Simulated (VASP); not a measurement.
VASP runs on MnC (a trial cell in the CrB structure, space group Cmcm) share one base input (PBE GGA, plane waves, VASP's PBE PAW potentials (set 64)) and change the settings named in each case.

POSCAR:
```
MnC
1
    1.4663280000    -3.8748250000     0.0000000000
    1.4663280000     3.8748250000     0.0000000000
    0.0000000000     0.0000000000     2.8897240000
C Mn
2 2
Direct
  0.5640000000   0.4360000000   0.2500000000
  0.4360000000   0.5640000000   0.7500000000
  0.8547500000   0.1452500000   0.2500000000
  0.1452500000   0.8547500000   0.7500000000
```

INCAR:
```
# general
SYSTEM  = MnC
PREC    = Accurate
ENCUT   = 520   # plane-wave cut-off (eV)
LREAL   = .False.   # projection in real space or not
LASPH   = .True.

# electronic loop
EDIFF   = 1E-6   # SCF stop (eV)
NELM    = 100   # most electronic steps
ALGO    = Normal   # blocked Davidson
LMAXMIX = 4   # l cut-off of mixed one-centre charges

# smearing
ISMEAR  = 0
SIGMA   = 0.05

# functional
GGA     = PE

# spin
ISPIN   = 2
MAGMOM  = 2*0.0 2*4.0

# ions
ISIF    = 2   # forces and stress, cell fixed

# output
LWAVE   = .False.
LCHARG  = .False.
LORBIT  = 10
```

**KPOINTS**
```
Automatic mesh
0
gamma
 7 7 7
0 0 0
```

POTCAR, in this order: C Mn_pv (PBE.64 set). Program: vasp_std.

| change | E(σ→0) (eV/atom) | pressure (GPa) | largest force (eV/Å) | moment (μB) | −TS (eV) |
|---|---|---|---|---|---|
| base run | -8.4593 | -11.90 | 0.166 | 3.90 | -0.0023 |
| ISPIN = 1, the spin start removed | -8.2893 | -23.01 | 1.314 | - | -0.0109 |
| MAGMOM = 0 0 0 0 | -8.2893 | -22.97 | 1.313 | 0.00 | -0.0109 |
| MAGMOM = 0.0 0.0 0.8 0.8 | -8.4593 | -11.92 | 0.166 | 3.90 | -0.0023 |
| MAGMOM = 0.0 0.0 6.0 6.0 | -8.4593 | -11.89 | 0.166 | 3.90 | -0.0023 |
| MAGMOM = 0.0 0.0 4.0 -4.0 | -8.4005 | -11.86 | 0.896 | 0.00 | -0.0050 |
| NUPDOWN = 0 | -8.2893 | -23.03 | 1.313 | 0.00 | -0.0110 |
| NUPDOWN = 1 | -8.3195 | -21.63 | 1.141 | 1.00 | -0.0077 |
| NUPDOWN = 2 | -8.3753 | -20.23 | 1.067 | 2.00 | -0.0064 |
| NUPDOWN = 6 | -8.3261 | 11.14 | 0.531 | 6.00 | -0.0033 |
| NUPDOWN = 8 | -7.7838 | 45.41 | 0.743 | 8.00 | -0.0036 |

Left out are runs that ran out of time, are held back, or changed the cell or the kind of run, fixed moments of cells without a moment, rows past the twelfth, gaps on odd meshes, pressures of charged cells and columns that move by less than the noise.

The structure was generated: MnC was put into the CrB type (Cmcm), which need not be its known phase. The cell was not relaxed at this level, forces remain on its atoms.
